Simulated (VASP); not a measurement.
Energy against volume of CsCl (CsCl type). Method: rev-vdW-DF2, VASP's PBE PAW potentials (set 64) (plane waves; VASP 6.6.1). Run with 520 eV cut-off, 7×7×7 Γ-centred mesh, Gaussian smearing of 0.050 eV, potentials Cs_sv Cl.

| V (Å³/atom) | E (eV/atom) |
|---|---|
| 33.442 | -1.34929 |
| 34.476 | -1.35135 |
| 35.511 | -1.34971 |
| 36.545 | -1.34498 |

Question: Fit these four points and predict the energy of the run at 32.408 Å³/atom.

Answer: A cubic in V^(−2/3), the third-order Birch-Murnaghan form, passes through the four points with V0 = 34.50 Å³/atom and B0 = 19 GPa, and gives -1.3428 eV/atom there. The run gave -1.3427 eV/atom, +0.1 meV/atom from the fit; all five points give B0 = 19 GPa.

The compound is CsCl in the CsCl type structure. It was relaxed first.
